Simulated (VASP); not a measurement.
Data:

```
YbSi2
1.0
    4.03330     0.00000     0.00000
   -2.01665     3.49294     0.00000
    0.00000     0.00000     4.01941
Yb Si
1 2
Direct
  0.00000   0.00000   0.00000
  0.33333   0.66667   0.50000
  0.66667   0.33333   0.50000
```

These are PBEsol GGA, VASP's PBE PAW potentials (set 64) (plane waves; VASP) values and carry that method's errors. Run with 400 eV cut-off, 10×10×9 Γ-centred mesh, tetrahedra with Blöchl corrections, potentials Yb_2 Si.

The 4f electrons are frozen in the core of the lanthanide potential, so 4f levels, which can set the real gap, and their magnetism are missing.

Task: Predict the energy per atom (σ→0), band gap (on the k-mesh) with the smallest direct gap where there is one.

Result: 
```json
{
 "band gap (on the k-mesh)": "none (metal, semimetal or under 0.01 eV)",
 "energy per atom (σ→0)": "-4.866 eV/atom"
}
```

Total energies compare only between runs with the same potentials, cut-off and functional.

The structure comes from a measured YbSi2 entry (P6/mmm) of the Crystallography Open Database, whose conditions weren't checked. It was relaxed first, which changed the volume by +12 %.
